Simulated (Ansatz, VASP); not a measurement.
**Cross-check of TaN between VASP and Ansatz**

One calculation is typed for both programs; each brings its own data sets. How far apart do they land? The cell is taken from a series of runs on this material, whose earlier steps may have relaxed, scaled, displaced or heated it; both programs get it as it stands.

Calculated with Ansatz 0.2.0; plane waves, with VASP 6.6.1 beside it; zone-centre phonons at PBEsol.

### 1. The structure

Symmetry: P-6m2, No. 187, hexagonal system. The conventional cell has a = 2.838 Å, b = 2.838 Å, c = 2.802 Å, α = 90.00°, β = 90.00°, γ = 120.00°. Nearest to N lie 6 Ta at 2.16 Å. Nearest to Ta lie 6 N at 2.16 Å. Farther neighbours and most contacts between anions are not listed.

### 2. Ansatz: zone-centre phonons, PBEsol

Ansatz runs on its PAW soft_1 files.

Second derivatives magnify differences that forces hide, and they need a tight electronic threshold.

The input, input.yaml:

```yaml
crystal:
  lattice:
    - [2.8384734178, 0.0, 0.0]
    - [-1.4192367089, 2.4581900878, 0.0]
    - [0.0, 0.0, 2.8021830008]
  atoms:
    - { symbol: "N", position: [0.6666666667, 0.3333333333, 0.0] }
    - { symbol: Ta, position: [0.0, 0.0, 0.5] }
kpoints:
  mp_grid: { grid: [18, 18, 16] }
hamiltonian:
  xc: pbesol
  pseudopotentials: { kind: paw, azcp: { folder: soft_1 }, xc_functional: pbe }
scf:
  occupations: { method: methfessel_paxton, width: 0.2 }
output:
  eigenvalues: true
phonons:
  method: dfpt
```

The run is started by

```
> ansatz run input.yaml --threads 4 --pin off --max-ram 10240MiB --backend cpu --events-out ev --progress --plain --runs-dir out
```

Numbers of over 12 decimals in the logs are rounded to 6 here.

Log:

```text
zone centre: on kpoints.mp_grid the ground state, and the responses unless they are solved on pairs of k-points, stand on 819 of the mesh's 5184 k-points, reduced under 4 symmetry operations, with k and −k counted as one. Each operation leaves every solved displacement unchanged or reverses it
Engine: ansatz 0.2.0, x86_64-unknown-linux-gnu
Pseudopotentials: kind: paw
Pseudopotential: N, paw, valence charge 5, recommended cutoff 420 eV (normal), soft_1/N.paw.azcp
Pseudopotential: Ta, paw, valence charge 13, recommended cutoff 420 eV (normal), soft_1/Ta.paw.azcp
Functional definition: PBEsol
  exchange = pbesol_x
  correlation = pbesol_c
Crystal: 2 atoms, lattice volume = 19.552 Å³
Basis set: ecut = 420 eV, 405 PW (Γ), exchange–correlation on 40×40×40 points (8 copies of the dense FFT grid, shifted against one another)
Bands: 13, of which v1, the nominal top of the filled ones, is band 9 counted from 1 (8 counted from 0)
Symmetry: 12 space group operations
k-points: 819 of 5184 (irreducible under 4 space group operations, time reversal used)
Non-local potential: N, projectors of the file, l = 0: 2, l = 1: 2, l = 2: 1
Non-local potential: Ta, projectors of the file, l = 0: 3, l = 1: 2, l = 2: 2, l = 3: 1
PAW form: soft (Blöchl's): semilocal exchange-correlation on the pseudo side does not see the compensation charge
PAW frozen core: N, regenerated for the run's functional, and the local potential with it (the file was generated under x = pbe(κ = 0.804, μ = 0.219515), c = pbe(β = 0.066725))
PAW frozen core: Ta, regenerated for the run's functional, and the local potential with it (the file was generated under x = pbe(κ = 0.804, μ = 0.219515), c = pbe(β = 0.066725))
PAW one-centre angular grid: N, 110 points (default); XC on 64 Gauss nodes
PAW one-centre angular grid: Ta, 590 points (default); XC on 64 Gauss nodes
Initial density: superposition of atomic densities (chi_scale 0.1, normalization cell, long waves kept (reshape's long-wave potential 0.00 eV rms))
Initial wavefunctions: pseudopotential atomic-orbital guess
Functional: x = pbesol(κ = 0.804, μ = 0.123457), c = pbesol(β = 0.046)
SCF iter   1: F=—  HF=-10188.422500 eV  |F-HF|=—  |Δ(HF+E_count)|=         —  Δρ=5.34e-2  dr2=3.36e-1  ethr=3.10e-3  ⟨swp⟩=5.0  Hψ=52867  notcnv=0
preconditioner: auto → none  [metal: Δε(μ)=0.080 eV  Ē_g=12.104 eV  σ=0.200 eV  W_gap=0.33  n_scr=8 (ndim 8)  ℏωp=26.6 eV  f_vac=0.000  D(μ)=0.04/eV (n_scr^D=0)  sad-step TF]
SCF iter   2: F=—  HF=-10188.403033 eV  |F-HF|=—  |Δ(HF+E_count)|=   1.95e-2  S|Δr|=    0.00e0  Δρ=3.36e-2  dr2=1.41e-1  ethr=1.86e-3  ⟨swp⟩=1.0  Hψ=17199  notcnv=0
SCF iter   3: F=—  HF=-10188.381581 eV  |F-HF|=—  |Δ(HF+E_count)|=   2.15e-2  S|Δr|=    0.00e0  Δρ=1.69e-3  dr2=2.47e-4  ethr=7.84e-4  ⟨swp⟩=2.6  Hψ=14934  notcnv=0
SCF iter   4: F=—  HF=-10188.381777 eV  |F-HF|=—  |Δ(HF+E_count)|=   1.96e-4  S|Δr|=    0.00e0  Δρ=3.09e-4  dr2=1.73e-5  ethr=1.37e-6  ⟨swp⟩=2.6  Hψ=17414  notcnv=0
SCF iter   5: F=—  HF=-10188.381773 eV  |F-HF|=—  |Δ(HF+E_count)|=   4.32e-6  S|Δr|=    0.00e0  Δρ=3.99e-5  dr2=7.74e-8  ethr=9.61e-8  ⟨swp⟩=2.8  Hψ=17710  notcnv=0
SCF iter   6: F=—  HF=-10188.381773 eV  |F-HF|=—  |Δ(HF+E_count)|=   1.40e-7  S|Δr|=    0.00e0  Δρ=5.37e-6  dr2=2.45e-9  ethr=4.30e-10  ⟨swp⟩=2.1  Hψ=15468  notcnv=0
SCF iter   7: F=—  HF=-10188.381773 eV  |F-HF|=—  |Δ(HF+E_count)|=  4.57e-10  S|Δr|=    0.00e0  Δρ=1.15e-6  dr2=1.61e-10  ethr=1.36e-11  ⟨swp⟩=2.0  Hψ=17615  notcnv=0
SCF iter   8: F=-10188.381773 eV  HF=-10188.381773 eV  |F-HF|=7.28e-12  |Δ(HF+E_count)|=  3.82e-11  S|Δr|=    0.00e0  Δρ=9.21e-8  dr2=6.38e-13  ethr=1.00e-12  ⟨swp⟩=4.4  Hψ=49977  notcnv=0
SCF 1 converged in 8 iterations: F = -10188.381773 eV  dr2 = 6.38e-13
  greatest PAW one-centre occupation: 0.999 electrons in one spin orbital (limit 2), on the Ta atom at site 1 (counted from 0), in its partial waves of l = 0
DFPT response loops at Γ: preconditioner auto → Kerker (q_TF=auto, 2.691 Å⁻¹) (partly filled bands, converged f_vac=0.000); β = 1.00, the filter's whole step (`scf.mixing.beta` (0.50) is not read by the response loops under this deck's `scf.mixing.preconditioner`; to damp them name `kerker` or `kerker_dos`, under which they read `scf.mixing.beta`, and type it under 1.00, their step now; both keys bind the ground state too); Broyden in place of MSR1
SCF converged after 8 iterations
Stability not checked: this state was not tested for a lower state beside it, because cold or Methfessel-Paxton smearing, or corrected tetrahedra, fill the levels in a way that the test cannot read (fill_not_monotonic; see scf.lower_state_search)
Free energy (F): -10188.381773 eV
Harris-Foulkes:  -10188.381773 eV  (|F-HF|=7.28e-12)
Internal energy: -10188.382590 eV  (E = F + TS)
E sigma→0 (E₀):  -10188.381977 eV
Entropy (-TS):   0.000817 eV (0.408 meV/atom)
Fermi energy:    22.133491 eV
--- Per-component energies (eV) ---
  E_band       = -18.015128
  E_kinetic    = 531.272497
  E_local      = -524.183749  (includes V_loc(G=0)·N_el)
  E_nonlocal   = 26.994250
  E_hartree    = 193.676926
  E_xc         = -381.520920
  E_vxc        = -313.408514  (∫ρ·V_xc dr)
  E_paw        = -8305.353969  (= ΣΔE_a)
  E_vpaw       = -126.044342  (= ΣTr[D̂ρ^β])
  E_aug_tail   = 0.000893  (compensation charges beyond the density's cutoff)
  E_ewald      = -1729.510329
  E_core_change = 0.241812  (= ΣΔE_core)
  E_smearing   = 0.000817  (= −TS)
  E_closure    = 0.000000  (closes the sum)
  Σ components = -10188.381773   (vs F -10188.381773, Δ=0.00e0)
--- Band table (eV; the first three rows and the last of 819) ---
  k-point 0: bands = [... 5 lower, 17.2521, 17.2521, 17.5027, 19.1525, 25.1874, 26.2321, 26.2321, 26.7790]
  k-point 1: bands = [... 5 lower, 17.2371, 17.2879, 17.2879, 19.3798, 25.3183, 25.5603, 25.5603, 27.2859]
  k-point 2: bands = [... 5 lower, 16.5941, 17.3908, 17.3908, 19.9507, 24.6505, 24.6505, 25.6784, 27.6908]
  k-point 818: bands = [... 5 lower, 13.8630, 14.9720, 17.9354, 21.1714, 27.0422, 27.9061, 29.1854, 30.2486]
--- Phonons (Γ-DFPT): 4 representative perturbations + reference, on 819 of 5184 k-points (Σ response iterations 12) ---
  k mesh reduced under 4 symmetry operations, with k and −k counted as one. Each operation leaves every solved displacement unchanged or reverses it
  ASR residual: 3.892e-5 → 0.000e0 eV/Å²; symmetrization residual: 2.100e-6 eV/Å²
  ASR residual per site (eV/Å²): 2.98e-5 3.89e-5
  Γ frequencies (cm⁻¹): 0.00 0.00 0.00 606.41 606.41 659.45
  non-analytic LO–TO correction: not included (Born effective charges unavailable; polar crystals: no LO–TO splitting at Γ)
```

[end of part 1 of 2]

[Lines on the potential files, build, host, timing and source positions are cut from VASP's logs without a mark.]

[Logs are printed without paths, hosts, clocks, repeated set-up lines and the standing remarks that a program may print on its own settings, such as how far it seeks lower states.]

[Hosts, paths, dates, database ids (printed as entryN), source tags and the programs' standing remarks are cut or masked in the printed files.]
